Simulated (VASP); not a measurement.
The cell holds one SnO (litharge) monolayer, with vacuum along c. Ionisation potential and electron affinity count from the cell's own band edges, surface states included.

Here is the system:

```
SnO
1.0
    3.77954     0.00000     0.00000
    0.00000     3.77954     0.00000
    0.00000     0.00000    18.84664
Sn O
2 2
Direct
  0.50000   0.00000   0.43758
  0.00000   0.50000   0.56242
  0.50000   0.50000   0.50000
  0.00000   0.00000   0.50000
```

Method: r2SCAN meta-GGA, VASP's PBE PAW potentials (set 64) (plane waves; VASP 6.6.1). Numerical set-up: 500 eV cut-off, 12×12×1 Γ-centred mesh, Gaussian smearing of 0.050 eV, potentials Sn_d O.

* **energy to cut it from the bulk, per area**: 14.1 meV/Å²
* **ionisation potential**: 5.78 eV
* **electron affinity**: 2.33 eV

The cell is a sheet with vacuum, built from SnO (litharge).
